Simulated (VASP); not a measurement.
Calculation: PBE GGA with D3 dispersion (zero damping), VASP's PBE PAW potentials (set 64) (plane waves; VASP).

Input for VASP

POSCAR:
```
NaCl
1
    0.0000000000     2.7649025725     2.7649025725
    2.7649025725     0.0000000000     2.7649025725
    2.7649025725     2.7649025725     0.0000000000
Na Cl
1 1
Direct
  0.0000000000   0.0000000000   1.0000000000
  0.5000000000   0.5000000000   0.5000000000
```

### INCAR
```
! general
SYSTEM  =  NaCl
PREC    =  Accurate
ENCUT   =  520
LREAL   =  F   ! projection in real space or not
LASPH   =  T   ! aspherical one-centre terms

! electronic loop
EDIFF   =  1E-7   ! SCF stop (eV)
NELM    =  100
ALGO    =  Normal   ! blocked Davidson

! smearing
ISMEAR  =  0
SIGMA   =  0.05

! functional
GGA     =  PE   ! PBE
IVDW    =  11

! ions
ISIF    =  2

! output
LWAVE   =  F
LCHARG  =  F
```

File KPOINTS:
```
Automatic mesh
0
Gamma
8 8 8
0 0 0
```

POTCAR, in this order: Na_pv Cl (PBE.64 set). Program: vasp_std.

What VASP printed:

OUTCAR:
```
 ion  position               nearest neighbor table
   1  0.000  0.000  0.000-
   2  0.500  0.500  0.500-
  LATTYP: Found a face centered cubic cell.
 ALAT       =     5.5298051450
 Subroutine PRICEL returns:
 Original cell was already a primitive cell.
 Subroutine GETGRP returns: Found 48 space group operations
The static configuration has the point symmetry O_h .
The dynamic configuration has the point symmetry O_h .
 Subroutine INISYM returns: Found 48 space group operations
 Subroutine IBZKPT returns following result:
 Found     29 irreducible k-points:

 Following reciprocal coordinates:
            Coordinates               Weight
  0.000000  0.000000  0.000000      1.000000
  0.125000  0.000000  0.000000      8.000000
  0.250000  0.000000  0.000000      8.000000
  0.375000  0.000000  0.000000      8.000000
  0.500000  0.000000  0.000000      4.000000
  0.125000  0.125000  0.000000      6.000000
  0.250000  0.125000  0.000000     24.000000
  0.375000  0.125000  0.000000     24.000000
  0.500000  0.125000  0.000000     24.000000
...
```

File OSZICAR:
```
       N       E                     dE             d eps       ncg     rms          rms(c)
DAV:   1     0.947331585532E+02    0.94733E+02   -0.74106E+03   646   0.127E+03
DAV:   2     0.141679853901E+01   -0.93316E+02   -0.87237E+02   696   0.281E+02
DAV:   3    -0.677170325674E+01   -0.81885E+01   -0.81412E+01   767   0.819E+01
DAV:   4    -0.693330781659E+01   -0.16160E+00   -0.16148E+00   721   0.128E+01
DAV:   5    -0.693687205245E+01   -0.35642E-02   -0.35638E-02   833   0.187E+00    0.218E+00
DAV:   6    -0.675469407203E+01    0.18218E+00   -0.36045E-01   752   0.421E+00    0.165E+00
DAV:   7    -0.674302059524E+01    0.11673E-01   -0.90221E-02   775   0.211E+00    0.110E+00
DAV:   8    -0.674825843603E+01   -0.52378E-02   -0.89652E-03   668   0.105E+00    0.242E-01
DAV:   9    -0.674820176418E+01    0.56672E-04   -0.18376E-04   790   0.138E-01    0.122E-01
DAV:  10    -0.674832196257E+01   -0.12020E-03   -0.24341E-04   671   0.159E-01    0.390E-02
DAV:  11    -0.674831663164E+01    0.53309E-05   -0.15996E-05   743   0.461E-02    0.563E-03
DAV:  12    -0.674831712764E+01   -0.49600E-06   -0.11402E-06   680   0.134E-02    0.105E-03
DAV:  13    -0.674831748151E+01   -0.35387E-06   -0.21489E-07   692   0.369E-03    0.265E-03
DAV:  14    -0.674831731639E+01    0.16512E-06   -0.47178E-08   430   0.152E-03    0.216E-04
DAV:  15    -0.674831731716E+01   -0.77262E-09   -0.24318E-09   358   0.556E-04
   1 F= -.71666471E+01 E0= -.71666471E+01  d E =-.317120E-11
```

### OUTCAR
```
------------------------ aborting loop because EDIFF is reached ----------------------------------------
 Edisp (eV)   -0.41833
  FORCE on cell =-STRESS in cart. coord.  units (eV):
  Direction    XX          YY          ZZ          XY          YZ          ZX
  --------------------------------------------------------------------------------------
  Total       0.47436     0.47436     0.47436     0.00000     0.00000     0.00000
  in kB      17.97826    17.97826    17.97826     0.00000     0.00000     0.00000
  external pressure =       17.98 kB  Pullay stress =        0.00 kB
  volume of cell :       42.27
      direct lattice vectors                 reciprocal lattice vectors
     0.000000000  2.764902573  2.764902573    -0.180838198  0.180838198  0.180838198
     2.764902573  0.000000000  2.764902573     0.180838198 -0.180838198  0.180838198
     2.764902573  2.764902573  0.000000000     0.180838198  0.180838198 -0.180838198
  FREE ENERGIE OF THE ION-ELECTRON SYSTEM (eV)
  ---------------------------------------------------
  free  energy   TOTEN  =        -7.1666471308 eV

  energy  without entropy=       -7.1666471308  energy(sigma->0) =       -7.16664713
```
(Selected blocks of OUTCAR.)

### OUTCAR
```
 val. band max:       -0.3748870646   @ k =   0.0000   0.0000   0.0000

 cond. band min:       4.9708478929   @ k =   0.0000   0.0000   0.0000


 Fermi energy:        -0.1641145415

 k-point     1 :       0.0000    0.0000    0.0000
  band No.  band energies     occupation
      1     -21.0857      2.00000
      2     -21.0857      2.00000
      3     -21.0857      2.00000
      4     -13.1749      2.00000
      5      -0.3749      2.00000
      6      -0.3749      2.00000
      7      -0.3749      2.00000
      8       4.9708      0.00000
      9      10.8012      0.00000
     10      10.8012      0.00000
     11      10.8012      0.00000

 k-point     2 :       0.1250    0.0000    0.0000
  band No.  band energies     occupation
      1     -21.0915      2.00000
      2     -21.0861      2.00000
      3     -21.0861      2.00000
      4     -13.1192      2.00000
      5      -0.7782      2.00000
      6      -0.4211      2.00000
      7      -0.4211      2.00000
      8       5.4906      0.00000
      9      10.2687      0.00000
     10      11.0092      0.00000
     11      11.0092      0.00000

 k-point     3 :       0.2500    0.0000    0.0000
  band No.  band energies     occupation
      1     -21.1052      2.00000
      2     -21.0871      2.00000
      3     -21.0871      2.00000
      4     -12.9805      2.00000
      5      -1.5744      2.00000
      6      -0.5290      2.00000
      7      -0.5290      2.00000
      8       6.4662      0.00000
      9       9.7863      0.00000
     10      11.1401      0.00000
     11      11.1401      0.00000

 k-point     4 :       0.3750    0.0000    0.0000
  band No.  band energies     occupation
      1     -21.1188      2.00000
      2     -21.0880      2.00000
      3     -21.0880      2.00000
      4     -12.8351      2.00000
      5      -2.2342      2.00000
      6      -0.6318      2.00000
      7      -0.6318      2.00000
      8       6.9516      0.00000
      9      10.2370      0.00000
...
```

The compound is NaCl in the rock salt structure. This cell is one point of a volume scan, at 0.94 of the reference volume.
